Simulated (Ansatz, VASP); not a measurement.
**Zr2Ni in two plane-wave programs**

One calculation is typed for both programs; each brings its own data sets. How far apart do they land? The cell is taken from a series of runs on this material, whose earlier steps may have relaxed, scaled, displaced or heated it; both programs get it as it stands.

Main program and level: Ansatz 0.2.0; plane waves, with VASP 6.6.1 beside it; relaxation of cell and atoms at LDA.

### 1. Starting point

Symmetry: I4/mcm, No. 140, tetragonal system. The conventional cell has a = 6.354 Å, b = 6.354 Å, c = 5.102 Å, α = 90.00°, β = 90.00°, γ = 90.00°. Nearest to Zr lie 4 Ni at 2.70 Å and 3 Zr at 2.92 to 3.00 Å. Ni has 2 Ni at 2.55 Å and 8 Zr at 2.70 Å nearest. Farther neighbours are not listed.

### 2. Ansatz: relaxation of cell and atoms, LDA, pair 1

Ansatz runs on its PAW soft_1 files.

The relaxed volume is the usual yardstick between codes: in a stiff, nearly cubic crystal its relative difference is about their pressure difference at one cell divided by the bulk modulus.

Input file input.yaml:

```yaml
crystal:
  lattice:
    - [-3.1770640617, 3.1770640617, 2.5512334134]
    - [3.1770640617, -3.1770640617, 2.5512334134]
    - [3.1770640617, 3.1770640617, -2.5512334134]
  atoms:
    - { symbol: Zr, position: [0.6625970049, 0.1625970049, 0.8251940098] }
    - { symbol: Zr, position: [0.1625970049, 0.3374029951, 0.5] }
    - { symbol: Zr, position: [0.3374029951, 0.8374029951, 0.1748059902] }
    - { symbol: Zr, position: [0.8374029951, 0.6625970049, 0.5] }
    - { symbol: Ni, position: [0.25, 0.25, 0.0] }
    - { symbol: Ni, position: [0.75, 0.75, 0.0] }
kpoints:
  mp_grid: { grid: [6, 6, 6] }
hamiltonian:
  xc: lda
  pseudopotentials: { kind: paw, azcp: { folder: soft_1 }, xc_functional: pbe }
scf:
  occupations: { method: gaussian, width: 0.1 }
output:
  forces: true
  stress: true
  eigenvalues: true
relax:
  adjacent_minimum: "off"
  f_tol: 0.005
  max_steps: 80
  cell: { stress_tol: 0.05 }
```

Run with:

```console
$ ansatz run input.yaml --threads 8 --pin off --max-ram 20480MiB --backend cpu --events-out ev --progress --plain --runs-dir out
```

Numbers of over 12 decimals in the logs are rounded to 6 here.

The program printed:

```text
Engine: ansatz 0.2.0, aarch64-unknown-linux-gnu
Pseudopotentials: kind: paw
Pseudopotential: Zr, paw, valence charge 12, recommended cutoff 420 eV (normal), soft_1/Zr.paw.azcp
Pseudopotential: Ni, paw, valence charge 18, recommended cutoff 420 eV (normal), soft_1/Ni.paw.azcp
Functional definition: SPW92
  exchange = slater_x
  correlation = pw_c
Crystal: 6 atoms, lattice volume = 103.006 Å³
Basis set: ecut = 420 eV, 2025 PW (Γ)
Bands: 51, of which v1, the nominal top of the filled ones, is band 42 counted from 1 (41 counted from 0)
Symmetry: 16 space group operations
Space group: I4/mcm (ITA 140), of the structure as read, at distance tolerance 4.7e-5 Å
k-points: 30 of 216
Non-local potential: Zr, projectors of the file, l = 0: 3, l = 1: 2, l = 2: 2, l = 3: 1
Non-local potential: Ni, projectors of the file, l = 0: 3, l = 1: 2, l = 2: 3, l = 3: 1
PAW form: soft (Blöchl's): semilocal exchange-correlation on the pseudo side does not see the compensation charge
PAW frozen core: Zr, regenerated for the run's functional, and the local potential with it (the file was generated under x = pbe(κ = 0.804, μ = 0.219515), c = pbe(β = 0.066725))
PAW frozen core: Ni, regenerated for the run's functional, and the local potential with it (the file was generated under x = pbe(κ = 0.804, μ = 0.219515), c = pbe(β = 0.066725))
PAW one-centre angular grid: Zr, 590 points (default); XC on 64 Gauss nodes
PAW one-centre angular grid: Ni, 590 points (default); XC on 64 Gauss nodes
Initial density: superposition of atomic densities (chi_scale 0.1, normalization cell, long waves kept (reshape's long-wave potential 0.00 eV rms))
Initial wavefunctions: pseudopotential atomic-orbital guess
Functional: x = slater, c = lda
SCF iter   1: F=—  HF=-27863.795986 eV  |F-HF|=—  |Δ(HF+E_count)|=         —  Δρ=3.51e-1  dr2=1.09e2  ethr=3.10e-3  ⟨swp⟩=5.5  Hψ=5051  notcnv=0
preconditioner: auto → Kerker (q_TF=auto, 2.637 Å⁻¹)  [metal: Δε(μ)=0.011 eV  Ē_g=13.380 eV  σ=0.100 eV  W_gap=0.06  n_scr=34 (ndim 8)  ℏωp=28.3 eV  f_vac=0.000  D(μ)=8.95/eV (n_scr^D=106)]
SCF iter   2: F=—  HF=-27860.425891 eV  |F-HF|=—  |Δ(HF+E_count)|=    3.37e0  Δρ=1.69e-1  dr2=2.80e1  ethr=3.10e-3  ⟨swp⟩=2.0  Hψ=2437  notcnv=0  defer=70
SCF iter   3: F=—  HF=-27859.170353 eV  |F-HF|=—  |Δ(HF+E_count)|=    1.26e0  Δρ=4.76e-2  dr2=3.01e0  ethr=3.10e-3  ⟨swp⟩=2.1  Hψ=2137  notcnv=0  defer=70
SCF iter   4: F=—  HF=-27858.983166 eV  |F-HF|=—  |Δ(HF+E_count)|=   1.87e-1  Δρ=1.36e-2  dr2=3.10e-1  ethr=3.10e-3  ⟨swp⟩=2.0  Hψ=1844  notcnv=0  defer=64
SCF iter   5: F=—  HF=-27858.948923 eV  |F-HF|=—  |Δ(HF+E_count)|=   3.42e-2  Δρ=1.79e-3  dr2=1.84e-3  ethr=3.69e-4  ⟨swp⟩=2.0  Hψ=1945  notcnv=0  defer=73
SCF iter   6: F=—  HF=-27858.948799 eV  |F-HF|=—  |Δ(HF+E_count)|=   1.24e-4  Δρ=5.02e-4  dr2=1.97e-4  ethr=2.19e-6  ⟨swp⟩=2.0  Hψ=2747  notcnv=0  defer=73
SCF iter   7: F=—  HF=-27858.948742 eV  |F-HF|=—  |Δ(HF+E_count)|=   5.69e-5  Δρ=1.27e-4  dr2=1.90e-5  ethr=2.35e-7  ⟨swp⟩=2.0  Hψ=1955  notcnv=0  defer=73
SCF iter   8: F=—  HF=-27858.948767 eV  |F-HF|=—  |Δ(HF+E_count)|=   2.49e-5  Δρ=3.57e-5  dr2=7.71e-7  ethr=2.26e-8  ⟨swp⟩=2.1  Hψ=1948  notcnv=0  defer=73
SCF iter   9: F=-27858.948767 eV  HF=-27858.948767 eV  |F-HF|=4.40e-8  |Δ(HF+E_count)|=   2.15e-7  Δρ=8.99e-6  dr2=4.49e-8  ethr=1.19e-10  ⟨swp⟩=10.2  Hψ=6702  notcnv=0
SCF 1 converged in 9 iterations: F = -27858.948767 eV  dr2 = 4.49e-8
  greatest PAW one-centre occupation: 1.001 electrons in one spin orbital (limit 2), on the Ni atom at site 5 (counted from 0), in its partial waves of l = 1
relax step   1: F+E_penalty+E_count = -27858.94876683 eV  Δ(F+E_penalty+E_count) = +0.000e0 eV  max|allowed force component| = 1.403e-2 eV/Å  Δτ_max = 0.0000 Å  P = -0.108 GPa  Ω = 103.006 Å³  (9 SCF iters, dr2 threshold 1.00e-7 eV, accepted)
[...]
relax step   5: F+E_penalty+E_count = -27858.94950159 eV  Δ(F+E_penalty+E_count) = -2.377e-5 eV  max|allowed force component| = 5.325e-6 eV/Å  Δτ_max = 0.0003 Å  P = -0.000 GPa  Ω = 102.899 Å³  energy of the carried Pulay correction = +1.610e-5 eV  (6 SCF iters, dr2 threshold 1.69e-8 eV, accepted)
[...]
relax step   6: F+E_penalty+E_count = -27858.94948840 eV  Δ(F+E_penalty+E_count) = +1.319e-5 eV  max|allowed force component| = 9.289e-6 eV/Å  Δτ_max = 0.0000 Å  P = -0.000 GPa  Ω = 102.899 Å³  stress off target by 1.90e-3 GPa  SCF on the basis re-selected at this cell (its energy is not comparable with the rows above)  (8 SCF iters)
basis re-selected at this cell: Δ(F+E_penalty+E_count) = +1.319e-5 eV, ΔP = -0.000 GPa vs the last step (what re-selecting the basis moved, of the pressure what is left beyond the Pulay correction that the steps carried, after the strain that the cell walked since its last selection, with what the two solves' SCF thresholds leave and, on support functions, any second-order correction that the steps lacked; it is no m [...]
SCF converged after 8 iterations
Free energy (F): -27858.949488 eV
Harris-Foulkes:  -27858.949488 eV  (|F-HF|=0.00e0)
Internal energy: -27858.920367 eV  (E = F + TS)
E sigma→0 (E₀):  -27858.934928 eV
Entropy (-TS):   -0.029122 eV (-4.854 meV/atom)
Fermi energy:    16.189391 eV
--- Per-component energies (eV) ---
  E_band       = -907.496199
  E_kinetic    = 1961.062973
  E_local      = -9872.857014  (includes V_loc(G=0)·N_el)
  E_nonlocal   = 92.523232
  E_hartree    = 4764.824527
  E_xc         = -844.379560
  E_vxc        = -1028.516265  (∫ρ·V_xc dr)
  E_paw        = -14616.964507  (= ΣΔE_a)
  E_vpaw       = -1589.359722  (= ΣTr[D̂ρ^β])
  E_aug_tail   = 0.001542  (compensation charges beyond the density's cutoff)
  E_ewald      = -9345.481402
  E_core_change = 2.349843  (= ΣΔE_core)
  E_smearing   = -0.029122  (= −TS)
  E_closure    = -0.000000  (closes the sum)
  Σ components = -27858.949488   (vs F -27858.949488, Δ=0.00e0)
--- Forces (eV/Å), atoms counted from 1 ---
  atom   1  Zr    -0.00000929    -0.00000929     0.00000000
  atom   2  Zr     0.00000929    -0.00000929     0.00000000
  atom   3  Zr     0.00000929     0.00000929     0.00000000
  atom   4  Zr    -0.00000929     0.00000929     0.00000000
  atom   5  Ni     0.00000000     0.00000000     0.00000000
  atom   6  Ni     0.00000000     0.00000000     0.00000000
  max |Σ_I F_I| component: 8.67e-18 eV/Å
--- Stress (GPa, compression-positive) ---
        0.000857       0.000000       0.000000
        0.000000       0.000857      -0.000000
        0.000000       0.000000      -0.001902
  P = ⅓ Tr σ = -0.0001 GPa (-0.001 kbar)
--- Band table (eV; the first three rows and the last of 30) ---
  k-point 0: bands = [... 38 lower, 15.2981, 16.0221, 16.0221, 16.2093, 16.3227, 16.6214, 16.6214, 16.8847, ... 5 higher]
  k-point 1: bands = [... 38 lower, 15.3051, 15.8447, 15.9283, 16.1308, 16.2596, 16.6355, 16.6907, 16.9081, ... 5 higher]
  k-point 2: bands = [... 38 lower, 15.3722, 15.6318, 15.6897, 15.7736, 16.5999, 16.6155, 16.7973, 16.8816, ... 5 higher]
  k-point 29: bands = [... 38 lower, 15.4228, 15.4825, 15.4825, 16.0086, 16.1455, 17.0584, 17.5218, 17.5218, ... 5 higher]
--- Relaxed structure (5 steps of the walk, 5 accepted, 1 SCFs on fresh bases) ---
  F+E_penalty+E_count = -27858.94948840 eV   max|allowed force component| = 9.289e-6 eV/Å   (the final SCF, on the basis selected at the relaxed cell)
  cell:  # Å, volume = 102.8993 Å³
    - [-3.182474, 3.182474, 2.539936]
    - [3.182474, -3.182474, 2.539936]
    - [3.182474, 3.182474, -2.539936]
  atoms:
    - { symbol: Zr, position: [0.662635, 0.162635, 0.825269] }
    - { symbol: Zr, position: [0.162635, 0.337365, 0.500000] }
    - { symbol: Zr, position: [0.337365, 0.837365, 0.174731] }
    - { symbol: Zr, position: [0.837365, 0.662635, 0.5] }
    - { symbol: Ni, position: [0.250000, 0.250000, 0] }
    - { symbol: Ni, position: [0.750000, 0.750000, 0] }
```

Reading the cycles: dr2 is the Hartree energy of the density residual (eV), the measure of convergence; HF is the Harris–Foulkes estimate of the energy, which meets the free energy F at convergence.

### 3. VASP: relaxation of cell and atoms, LDA, pair 1

The same cell, functional (in two slightly different forms), mesh and smearing now go to VASP, with its own data sets.

Lines of VASP's logs that name or quote its potential files are left out, and so is its time.

Input file INCAR:

```
SYSTEM = Zr2Ni
PREC = Accurate
ENCUT = 600
EDIFF = 1E-07
NELM = 120
ISMEAR = 0
SIGMA = 0.1
LREAL = .FALSE.
ALGO = Normal
GGA = CA
NBANDS = 42
LASPH = .TRUE.
LORBIT = 11
LWAVE = .FALSE.
LCHARG = .FALSE.
ISIF = 3
IBRION = 2
NSW = 80
EDIFFG = -0.005
GGA_COMPAT = .FALSE.
NELMIN = 4
KPAR = 2
```

Input file POSCAR:

```
Zr2Ni
1.0
   -3.1770640000      3.1770640000      2.5512330000
    3.1770640000     -3.1770640000      2.5512330000
    3.1770640000      3.1770640000     -2.5512330000
Zr Ni
4 2
Direct
    0.6625969763      0.1625969763      0.8251939527
    0.1625969763      0.3374030237      0.5000000000
    0.3374030237      0.8374030237      0.1748060473
    0.8374030237      0.6625969763      0.5000000000
    0.2500000980      0.2500000980      0.0000000000
    0.7500000980      0.7500000980      0.0000000000
```

Input file KPOINTS:

```
Automatic mesh
0
Gamma
6 6 6
0 0 0
```

Potentials, in the order of the species: Zr_sv and Ni (LDA family, release 64).

Run with:

```console
$ mpirun -np 2 vasp_std
```

The program printed:

```text
[banner, memory and clock lines left out]
running    2 mpi-ranks, on    1 nodes
 distrk:  each k-point on    1 cores,    2 groups
 distr:  one band on    1 cores,    1 groups

 POSCAR found type information on POSCAR ZrNi
 POSCAR found :  2 types and       6 ions
 LDA part: xc-table for (Slater(with rela. corr.)+CA(PZ))
 , standard interpolation
 POSCAR, INCAR and KPOINTS ok, starting setup
 FFT: planning ... GRIDC
 FFT: planning ... GRID_SOFT
 FFT: planning ... GRID
 WAVECAR not read
 entering main loop
       N       E                     dE             d eps       ncg     rms          rms(c)
DAV:   1     0.918972821232E+03    0.91897E+03   -0.35603E+04  2520   0.203E+03
DAV:   2     0.496181918619E+02   -0.86935E+03   -0.84854E+03  2778   0.548E+02
DAV:   3    -0.453478657915E+02   -0.94966E+02   -0.90018E+02  3584   0.176E+02
DAV:   4    -0.562380859889E+02   -0.10890E+02   -0.10580E+02  3904   0.486E+01
DAV:   5    -0.568955309527E+02   -0.65744E+00   -0.65650E+00  4242   0.111E+01    0.350E+01
DAV:   6    -0.683718704717E+02   -0.11476E+02   -0.13555E+02  2910   0.134E+02    0.365E+01
DAV:   7    -0.524702944252E+02    0.15902E+02   -0.44846E+01  3562   0.565E+01    0.106E+01
DAV:   8    -0.540442705102E+02   -0.15740E+01   -0.16383E+01  3582   0.302E+01    0.156E+01
DAV:   9    -0.525716153734E+02    0.14727E+01   -0.87046E+00  4010   0.300E+01    0.345E+00
DAV:  10    -0.525880636046E+02   -0.16448E-01   -0.55549E-01  3284   0.383E+00    0.229E+00
DAV:  11    -0.525641696370E+02    0.23894E-01   -0.62108E-02  3730   0.182E+00    0.123E+00
DAV:  12    -0.525543355320E+02    0.98341E-02   -0.22418E-02  3592   0.141E+00    0.439E-01
DAV:  13    -0.525541168228E+02    0.21871E-03   -0.25366E-03  4142   0.219E-01    0.365E-01
DAV:  14    -0.525532682219E+02    0.84860E-03   -0.12045E-03  3592   0.376E-01    0.165E-01
DAV:  15    -0.525531246482E+02    0.14357E-03   -0.70377E-04  3742   0.257E-01    0.920E-02
DAV:  16    -0.525531242586E+02    0.38958E-06   -0.13608E-04  3448   0.880E-02    0.498E-02
DAV:  17    -0.525531175107E+02    0.67478E-05   -0.16241E-05  3842   0.325E-02    0.205E-02
DAV:  18    -0.525531171006E+02    0.41015E-06   -0.30956E-06  3520   0.930E-03    0.112E-02
DAV:  19    -0.525531165327E+02    0.56786E-06   -0.15536E-06  3440   0.991E-03    0.111E-03
DAV:  20    -0.525531165421E+02   -0.93787E-08   -0.22661E-07  1988   0.314E-03
   1 F= -.52553117E+02 E0= -.52538510E+02  d E =-.525531E+02
[...]
2 F= -.52553534E+02 E0= -.52539068E+02  d E =-.417706E-03
[...]
3 F= -.52553654E+02 E0= -.52539308E+02  d E =-.537614E-03
[...]
4 F= -.52553656E+02 E0= -.52539323E+02  d E =-.539082E-03
[...]
5 F= -.52553678E+02 E0= -.52539358E+02  d E =-.219148E-04
[...]
6 F= -.52553697E+02 E0= -.52539371E+02  d E =-.408755E-04
 curvature:  -0.42 expect dE=-0.167E-04 dE for cont linesearch -0.135E-06
 trial: gam= 0.41563 g(F)=  0.177E-04 g(S)=  0.219E-04 ort =-0.662E-05 (trialstep = 0.108E+01)
 search vector abs. value=  0.578E-04
 bond charge predicted
       N       E                     dE             d eps       ncg     rms          rms(c)
DAV:   1    -0.525538030547E+02   -0.10658E-03   -0.14842E-02  2540   0.838E-01    0.102E-01
DAV:   2    -0.525540793600E+02   -0.27631E-03   -0.23694E-03  3382   0.572E-01    0.197E-01
DAV:   3    -0.525537405833E+02    0.33878E-03   -0.14408E-03  3902   0.419E-01    0.398E-02
DAV:   4    -0.525537199917E+02    0.20592E-04   -0.11947E-04  3768   0.776E-02    0.179E-02
DAV:   5    -0.525537200026E+02   -0.10925E-07   -0.65239E-06  3580   0.150E-02    0.976E-03
DAV:   6    -0.525537200762E+02   -0.73516E-07   -0.10119E-06  3118   0.618E-03    0.161E-03
DAV:   7    -0.525537201014E+02   -0.25199E-07   -0.13104E-07  1636   0.323E-03
   7 F= -.52553720E+02 E0= -.52539457E+02  d E =-.236013E-04
 trial-energy change:   -0.000024  1 .order   -0.000025   -0.000040   -0.000010
 step:   1.8583(harm=  1.4557)  dis= 0.00089  next Energy=   -52.553723 (dE=-0.267E-04)
 reached required accuracy - stopping structural energy minimisation
```

Parts of OUTCAR (step 3):

```text
ion  position               nearest neighbor table
   1  0.663  0.163  0.825-   5 2.70   6 2.70   5 2.70   6 2.70   3 2.92   3 3.00   3 3.00   2 3.28
                             4 3.28   4 3.28   2 3.28   2 3.37   4 3.37   4 3.37   2 3.37
   2  0.163  0.337  0.500-   6 2.70   5 2.70   5 2.70   6 2.70   4 2.92   4 3.00   4 3.00   1 3.28
                             3 3.28   1 3.28   3 3.28   1 3.37   3 3.37   3 3.37   1 3.37
   3  0.337  0.837  0.175-   5 2.70   6 2.70   5 2.70   6 2.70   1 2.92   1 3.00   1 3.00   4 3.28
                             2 3.28   2 3.28   4 3.28   4 3.37   2 3.37   4 3.37   2 3.37
   4  0.837  0.663  0.500-   5 2.70   6 2.70   6 2.70   5 2.70   2 2.92   2 3.00   2 3.00   1 3.28
                             3 3.28   1 3.28   3 3.28   1 3.37   3 3.37   1 3.37   3 3.37
   5  0.250  0.250  0.000-   6 2.55   6 2.55   1 2.70   3 2.70   4 2.70   2 2.70   3 2.70   1 2.70
                             2 2.70   4 2.70
   6  0.750  0.750  0.000-   5 2.55   5 2.55   1 2.70   3 2.70   2 2.70   4 2.70   3 2.70   1 2.70
                             2 2.70   4 2.70

  LATTYP: Found a body centered tetragonal cell.
 ALAT       =     6.3541280000
 C/A-ratio  =     0.8030159292

 Subroutine GETGRP returns: Found 16 space group operations
 (whereof  8 operations were pure point group operations)

The static configuration has the point symmetry C_4h.
 The point group associated with its full space group is D_4h.

 Found     30 irreducible k-points:

   k-points           NKPTS =     30   k-points in BZ     NKDIM =     30   number of bands    NBANDS=     42

   dimension x,y,z NGX =    42 NGY =   42 NGZ =   42
   dimension x,y,z NGXF=    84 NGYF=   84 NGZF=   84

   ENCUT  =  600.0 eV  44.10 Ry    6.64 a.u.  10.32 10.32 10.32*2*pi/ulx,y,z

   NELECT =      68.0000    total number of electrons

 k-points in reciprocal lattice and weights: Automatic mesh
   0.00000000  0.00000000  0.00000000       0.005
   0.16666667  0.00000000 -0.00000000       0.037
   0.33333333 -0.00000000  0.00000000       0.037
   0.50000000  0.00000000 -0.00000000       0.019
   0.16666667  0.16666667 -0.00000000       0.037
   0.33333333  0.16666667  0.00000000       0.074
   0.50000000  0.16666667 -0.00000000       0.074
  -0.33333333  0.16666667 -0.00000000       0.074
  -0.16666667  0.16666667  0.00000000       0.019
[...]
-0.33333333 -0.33333333  0.33333333       0.009
   0.50000000  0.50000000  0.50000000       0.005

 average (electrostatic) potential at core
       1 -72.7768       2 -72.7768       3 -72.7768       4 -72.7768       5 -81.4233
       6 -81.4233

 E-fermi :   9.9623

 k-point     1 :       0.0000    0.0000    0.0000
  band No.  band energies     occupation
    ...
     30       8.9539      2.00000
     31       9.0616      2.00000
     32       9.8133      1.96489
     33       9.8133      1.96489
     34       9.9774      0.83116
     35      10.0765      0.10629
     36      10.3991      0.00000
     37      10.3991      0.00000
     38      10.6935      0.00000
     39      11.8557      0.00000
    ...

 k-point     2 :       0.1667    0.0000   -0.0000
  band No.  band energies     occupation
    ...
     30       9.0281      2.00000
     31       9.1308      2.00000
     32       9.1455      2.00000
     33       9.4619      2.00000
     34       9.5454      2.00000
     35      10.3541      0.00000
     36      10.5916      0.00000
     37      10.6424      0.00000
     38      11.2764      0.00000
     39      11.5587      0.00000
    ...

 k-point     3 :       0.3333   -0.0000    0.0000
  band No.  band energies     occupation
    ...
     29       8.1405      2.00000
     30       8.5622      2.00000
     31       9.2331      2.00000
     32       9.2718      2.00000
     33       9.3262      2.00000
     34      10.0164      0.44408
     35      10.4086      0.00000
     36      10.5450      0.00000
     37      10.8325      0.00000
     38      10.9303      0.00000
    ...

  Total       -0.0165533     -0.0165533     -0.0149496      0.0000000     -0.0000000      0.0000000
  in kB       -0.2575804     -0.2575804     -0.2326253      0.0000000     -0.0000000      0.0000000
  external PRESSURE =      -0.2492620 kB  Pullay stress =       0.0000000 kB

  energy-cutoff  :      600.00
  volume of cell :      102.96
      direct lattice vectors                 reciprocal lattice vectors
    -3.182703741  3.182703741  2.541153262     0.000000000  0.157099134  0.196761056
     3.182703741 -3.182703741  2.541153262     0.157099134  0.000000000  0.196761056
     3.182703741  3.182703741 -2.541153262     0.157099134  0.157099134  0.000000000

 POSITION                                       TOTAL-FORCE (eV/Angst)
 -----------------------------------------------------------------------------------
      1.03531      4.21801     -0.00000        -0.001627     -0.001627      0.000000
      2.14740      1.03531      0.00000         0.001627     -0.001627     -0.000000
      2.14740     -1.03531      2.54115         0.001627      0.001627     -0.000000
      1.03531      2.14740      2.54115        -0.001627      0.001627     -0.000000
      0.00000      0.00000      1.27058        -0.000000     -0.000000     -0.000000
      0.00000      0.00000      3.81173        -0.000000     -0.000000     -0.000000
 -----------------------------------------------------------------------------------
    total drift:                                0.000059     -0.000059      0.001684

  FREE ENERGIE OF THE ION-ELECTRON SYSTEM (eV)
  ---------------------------------------------------
  free  energy   TOTEN  =       -52.5537201014 eV

  energy  without entropy=      -52.5251947463  energy(sigma->0) =      -52.53945742

 reached required accuracy - stopping structural energy minimisation

 total charge
# of ion       s       p       d       tot
------------------------------------------
    1        2.240   5.967   1.749   9.956
    2        2.240   5.967   1.749   9.956
    3        2.240   5.967   1.749   9.956
    4        2.240   5.967   1.749   9.956
    5        0.616   0.498   8.367   9.481
    6        0.616   0.498   8.367   9.481
--------------------------------------------------
tot         10.191  24.864  23.730  58.784

[... 3 further parts left out ...]
```

This run has no spin polarisation, so a moment on Ni, if there is one, isn't seen. The k-mesh is coarse for a metal.

(Part 1 of 2 ends here.)

[Lines on the potential files, build, host, timing and source positions are cut from VASP's logs without a mark.]

[Logs are printed without paths, hosts, clocks, repeated set-up lines and the standing remarks that a program may print on its own settings, such as how far it seeks lower states.]

[Hosts, paths, dates, database ids (printed as entryN), source tags and the programs' standing remarks are cut or masked in the printed files.]
